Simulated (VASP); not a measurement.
Consider the following.

```yaml
crystal:
  lattice:
    - [-1.68750, 1.68750, 1.68750]
    - [1.68750, -1.68750, 1.68750]
    - [1.68750, 1.68750, -1.68750]
  atoms:
    - { symbol: Cl, position: [0.00000, 0.00000, 0.00000] }
```

Level of theory: PBEsol GGA, VASP's PBE PAW potentials (set 64) (plane waves; VASP 6.6.1). Settings: 400 eV cut-off, Gaussian smearing of 0.050 eV, potentials Cl.

Q: What does the run give for the band gap (along the path) with the smallest direct gap where there is one?

A: 
The band gap (along the path) comes out as none (metal, semimetal or under 0.01 eV).

Total energies compare only between runs with the same potentials, cut-off and functional.

The structure was generated: Cl was put into the bcc type (Im-3m), which need not be its known phase. It was relaxed first, which changed the volume by -10 %.
